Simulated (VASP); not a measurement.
```
CELL_PARAMETERS angstrom
      3.53429    -1.89447    -0.05383
      3.53429     1.89447    -0.05383
      2.56656     0.00000     3.08155
ATOMIC_POSITIONS crystal
  As 0.23050 0.23050 0.23050
  As 0.76950 0.76950 0.76950
```

Calculation: PBEsol GGA, VASP's PBE PAW potentials (set 64) (plane waves; VASP). Numerical set-up: 400 eV cut-off, Gaussian smearing of 0.050 eV, potentials As.

What does the run give for the band gap (along the path) with the smallest direct gap where there is one?

```json
{
 "band gap (along the path)": "none (metal, semimetal or under 0.01 eV)"
}
```

The compound is As in the a7 structure. It was relaxed first.
